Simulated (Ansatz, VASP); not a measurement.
**EuMo in VASP and in Ansatz**

INCAR

```
SYSTEM = EuMo
  PREC = Accurate
  ENCUT = 600
  EDIFF = 1E-7
  ISMEAR = -1
  SIGMA = 0.05
  LREAL = .False.
  LASPH = .True.
  NELM = 100
  ALGO = Normal
  ISIF = 3
  LWAVE = .False.
  LCHARG = .False.
  ISPIN = 2
  MAGMOM = 7 1
  LORBIT = 11
  LMAXMIX = 6
  GGA = B5
  ALDAX = 1.0
  AGGAX = 1.0
  AGGAC = 1.0
  ALDAC = 0.0
  IBRION = 2
  NSW = 60
  EDIFFG = -0.02
```

KPOINTS

```
Automatic mesh
0
Gamma
  6 6 6
  0 0 0
```

POSCAR

```
EuMo
1.0
    3.5314500000      0.0000000000      0.0000000000
    0.0000000000      3.5314500000      0.0000000000
    0.0000000000      0.0000000000      3.5314500000
Eu Mo
1 1
Direct
    0.5000000000      0.5000000000      0.5000000000
    0.0000000000      0.0000000000      0.0000000000
```

File input.yaml:

```yaml
crystal:
  lattice:
    - [3.53145, 0.0, 0.0]
    - [0.0, 3.53145, 0.0]
    - [0.0, 0.0, 3.53145]
  atoms:
    - { symbol: Eu, position: [0.5, 0.5, 0.5], spin: 7.0 }
    - { symbol: Mo, position: [0.0, 0.0, 0.0], spin: 1.0 }
hamiltonian:
  xc: blyp
  pseudopotentials: { kind: paw }
magnetization:
  spin_polarized: true
kpoints:
  mp_grid: { grid: [6, 6, 6] }
scf:
  occupations: { method: fermi_dirac, width: 0.05 }
output:
  forces: true
  stress: true
  eigenvalues: true
relax:
  f_tol: 0.01
  max_steps: 40
  cell: { stress_tol: 0.05 }
```

The cell was built by a generator and needn't be a form met in nature.

Alike in both runs: task relaxation of cell and atoms; functional BLYP; k mesh 6 × 6 × 6; occupations fermi-dirac, width 0.05 eV; collinear spin, ferromagnetic start.

|  | VASP | Ansatz |
| --- | --- | --- |
| version | VASP 6.6.1 | Ansatz 0.2.0 |
| potentials or method | VASP PAW PBE potentials, release 64 (Eu, Mo_sv) | Ansatz PAW |
| plane-wave cutoff (eV) | 600 | 420 |
| valence electrons in the cell | 31 | 31 |

VASP gave:

- gap on the k mesh at the Fermi level, each at its own relaxed structure (eV): none
- net moment per atom (μB): 2.19
- size of the moment on the site where the two differ most (μB): 6.31
- relaxed volume (Å³/atom): 24.74
- relaxed cell length with the largest relative difference (Å): 3.671
- energy change over the relaxation (meV/atom): -27

Question: Estimate Ansatz's values.

Answer: gap on the k mesh at the Fermi level, each at its own relaxed structure (eV): none; net moment per atom (μB): 2.20; size of the moment on the site where the two differ most (μB): 6.45; relaxed volume (Å³/atom): 24.60; relaxed cell length with the largest relative difference (Å): 3.664; energy change over the relaxation (meV/atom): -24.

Site moments also hang on the region over which each program counts them. A gap of «none» marks a metal or a gap that the smearing closes.

Caveats: spin-orbit coupling is left out, which moves the levels of the heavy elements; without U or exact exchange the open f shell lies at the Fermi level, which spoils levels, moments and volumes; the PAW data sets were made with another functional, which shifts forces and pressure a little (VASP); the plane-wave basis is chosen anew once the cell has moved, so the energies of steps on either side of that aren't comparable (Ansatz); the PAW data sets come from PBE, with cores solved anew for the run's functional, which leaves a small shift of forces and pressure (Ansatz); the starting moments weren't kept (Ansatz). The state reached can hang on the start; a lower one may exist.
